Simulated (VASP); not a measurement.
VASP runs on ScCd2 (space group Fd-3m) share one base input (PBE GGA, plane waves, VASP's PBE PAW potentials (set 64)) and change the settings named in each case.

### POSCAR
```
ScCd2
1
    0.0000000000     4.2194600000     4.2194600000
    4.2194600000     0.0000000000     4.2194600000
    4.2194600000     4.2194600000     0.0000000000
Cd Sc
4 2
Direct
  0.1250000000   0.1250000000   0.1250000000
  0.6250000000   0.1250000000   0.1250000000
  0.1250000000   0.6250000000   0.1250000000
  0.1250000000   0.1250000000   0.6250000000
  0.7500000000   0.7500000000   0.7500000000
  0.5000000000   0.5000000000   0.5000000000
```

KPOINTS:
```
Automatic mesh
0
Gamma
4 4 4
0 0 0
```

INCAR:
```
ALGO = Normal
EDIFF = 1E-6
ENCUT = 300
GGA = PE
ISIF = 2
ISMEAR = -1
LASPH = T
LCHARG = F
LMAXMIX = 4
LREAL = F
LWAVE = F
NELM = 100
PREC = Accurate
SIGMA = 0.1
SYSTEM = ScCd2
```

POTCAR, in this order: Cd Sc_sv (PBE.64 set). Program: vasp_std.

| change | E(σ→0) (eV/atom) | pressure (GPa) | −TS (eV) |
|---|---|---|---|
| base run | -2.6776 | -5.54 | -0.2582 |
| GGA = PS | -3.0757 | -8.52 | -0.2566 |
| GGA_COMPAT = .FALSE., LNONCOLLINEAR = .TRUE., LSORBIT = .TRUE., MAGMOM = 0.0 0.0 0.0 0.0 0.0 0.0 0.0 0.0 0.0 0.0 0.0 0.0 0.0 0.0 0.0 0.0 0.0 0.0, program vasp_ncl | -2.6991 | -5.60 | -0.2579 |
| KPOINTS 3×3×3 Γ-centred mesh | -2.7027 | ___ | ___ |

Problem. Some entries are withheld; supply them.

Solution. 
- KPOINTS 3×3×3 Γ-centred mesh, pressure (GPa): -5.55
- KPOINTS 3×3×3 Γ-centred mesh, −TS (eV): -0.3165

Energies of different potentials or functionals have different zeros.  At 300 eV the pressure can carry a Pulay error.

Left out are runs that ran out of time, are held back, or changed the cell or the kind of run, fixed moments of cells without a moment, rows past the twelfth, gaps on odd meshes, pressures of charged cells and columns that move by less than the noise.

The structure was generated: ScCd2 was put into an ordered model structure (Fd-3m), which need not be its known phase. The cell was not relaxed at this level.
